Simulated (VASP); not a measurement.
Data:

```
CELL_PARAMETERS angstrom
      0.00000     3.01339     3.01339
      3.01339     0.00000     3.01339
      3.01339     3.01339     0.00000
ATOMIC_POSITIONS crystal
  Al 0.25000 0.25000 0.25000
  Al 0.75000 0.75000 0.75000
  Au 0.00000 0.00000 0.00000
```

Method: optB86b-vdW, VASP's PBE PAW potentials (set 64) (plane waves; VASP). Run with 520 eV cut-off, Gaussian smearing of 0.050 eV, potentials Al Au.

Unless said otherwise, spin-orbit coupling is left out, though it shifts the bands of the heavy elements here.

Problem. What does the run give for the band gap (along the path) with the smallest direct gap where there is one?

Solution. 
```yaml
band gap (along the path): none (metal, semimetal or under 0.01 eV)
```

The absolute energy has meaning only against runs of the same code, potentials and settings.

The compound is AuAl2 in the fluorite structure. It was relaxed first. The electron count is odd and the run is not spin-polarised, which forces a metal.
